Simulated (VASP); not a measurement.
Output of a VASP run:

OSZICAR:
```
       N       E                     dE             d eps       ncg     rms          rms(c)
DAV:   1     0.993078010672E+02    0.99308E+02   -0.70955E+03211548   0.135E+03
DAV:   2    -0.168306889356E+02   -0.11614E+03   -0.11029E+03219404   0.348E+02
DAV:   3    -0.247627045769E+02   -0.79320E+01   -0.76625E+01272284   0.886E+01
DAV:   4    -0.251303904963E+02   -0.36769E+00   -0.36716E+00274260   0.182E+01
DAV:   5    -0.251427116742E+02   -0.12321E-01   -0.12320E-01287496   0.293E+00    0.190E+01
DAV:   6    -0.203165758911E+02    0.48261E+01   -0.29868E+01247164   0.696E+01    0.681E+00
DAV:   7    -0.197737457596E+02    0.54283E+00   -0.42304E+00238924   0.266E+01    0.499E+00
DAV:   8    -0.197285441494E+02    0.45202E-01   -0.19574E-01234480   0.618E+00    0.231E+00
DAV:   9    -0.197320543730E+02   -0.35102E-02   -0.91965E-02244720   0.339E+00    0.844E-01
DAV:  10    -0.197278545783E+02    0.41998E-02   -0.15511E-02264384   0.195E+00    0.431E-01
DAV:  11    -0.197271817890E+02    0.67279E-03   -0.49918E-03242696   0.100E+00    0.994E-02
DAV:  12    -0.197270877725E+02    0.94016E-04   -0.46031E-04234408   0.358E-01    0.284E-02
DAV:  13    -0.197270747199E+02    0.13053E-04   -0.33081E-05318776   0.830E-02    0.522E-03
DAV:  14    -0.197270744916E+02    0.22827E-06   -0.79689E-07147532   0.109E-02
   1 F= -.19727074E+02 E0= -.19726915E+02  d E =-.319799E-03
```

File OUTCAR:
```
------------------------ aborting loop because EDIFF is reached ----------------------------------------
  FORCE on cell =-STRESS in cart. coord.  units (eV):
  Direction    XX          YY          ZZ          XY          YZ          ZX
  --------------------------------------------------------------------------------------
  Total       -0.8440613     -0.9828218     -0.6650958      0.0116892      0.0167918     -0.1575740
  in kB      -66.5652604    -77.5083401    -52.4514910      0.9218452      1.3242538    -12.4267681
  external PRESSURE =     -65.5083638 kB  Pullay stress =       0.0000000 kB
  volume of cell :       20.32
      direct lattice vectors                 reciprocal lattice vectors
     0.000000000  2.165720000  2.165720000    -0.230870103  0.230870103  0.230870103
     2.165720000  0.000000000  2.165720000     0.230870103 -0.230870103  0.230870103
     2.165720000  2.165720000  0.000000000     0.230870103  0.230870103 -0.230870103
 POSITION                                       TOTAL-FORCE (eV/Angst)
 -----------------------------------------------------------------------------------
      2.13270      2.16926      4.28270         0.566127     -0.059110      0.861369
      2.19874      2.16218      2.21446        -0.566127      0.059110     -0.861369
 -----------------------------------------------------------------------------------
    total drift:                                0.000363     -0.000064      0.000378
  FREE ENERGIE OF THE ION-ELECTRON SYSTEM (eV)
  ---------------------------------------------------
  free  energy   TOTEN  =       -19.7270744916 eV

  energy  without entropy=      -19.7267546922  energy(sigma->0) =      -19.72691459
```
(Selected blocks of OUTCAR.)

### POSCAR
```
TiC
1
    0.0000000000     2.1657200000     2.1657200000
    2.1657200000     0.0000000000     2.1657200000
    2.1657200000     2.1657200000     0.0000000000
Ti C
1 1
Direct
 -0.0028130000  -0.0196920000   0.0044470000
  0.5028130000   0.5196920000   0.4955530000
```

### Question
Write an INCAR and KPOINTS that could have produced this output.

### Answer
One answer among several that fit: the input of the run itself, PBEsol GGA, plane waves, VASP's PBE PAW potentials (set 64).

**KPOINTS**
```
Automatic mesh
0
Gamma
26 26 26
0 0 0
```

### INCAR
```
! general
SYSTEM   =  TiC
PREC     =  Accurate
ENCUT    =  400
LREAL    =  .FALSE.
LASPH    =  .TRUE.

! electronic loop
EDIFF    =  1E-6
NELM     =  100
ALGO     =  Normal
LMAXMIX  =  4

! smearing
ISMEAR   =  0
SIGMA    =  0.05

! functional
GGA      =  PS

! ions
ISIF     =  2

! output
LWAVE    =  .FALSE.
LCHARG   =  .FALSE.
```

POTCAR, in this order: Ti_sv C (PBE.64 set). Program: vasp_std.

At this cut-off the stress carries a Pulay error, which pulls relaxed volumes low.

The structure comes from a computed database's TiC entry; how it stands against other phases isn't given here. The cell was not relaxed at this level, atoms are displaced from their ideal sites. The run is one of a series of settings (KPOINTS 26×26×26 Γ-centred mesh against the base run), some of them coarse on purpose.
